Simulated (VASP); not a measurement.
A 63-atom supercell of BN (zinc blende) holds Si on the B site with a neighbouring N vacancy in charge state +1. It is relaxed twice, with the total moment held at 1 and at 3 μB. Calculation: PBE GGA, VASP's PBE PAW potentials (set 64) (plane waves; VASP 6.6.1). Numerical set-up: PREC = Normal, LREAL = Auto, ISYM = 0, NELECT = 251.0, EDIFF = 1E-5, 400 eV cut-off, 1×1×1 Γ-centred mesh, Gaussian smearing of 0.050 eV, potentials B N Si.

The cell is charged, with a uniform compensating background. The supercell is sampled at Γ alone, which is coarse: total energies, pressure and levels can be off, energies of defects by several tenths of an eV.

**Question.** Which spin state lies lower, and by how much?

**Answer.** The state with 1 μB lies lower, by 2.70 eV.

The cell is a supercell with a defect, built from BN (zinc blende).
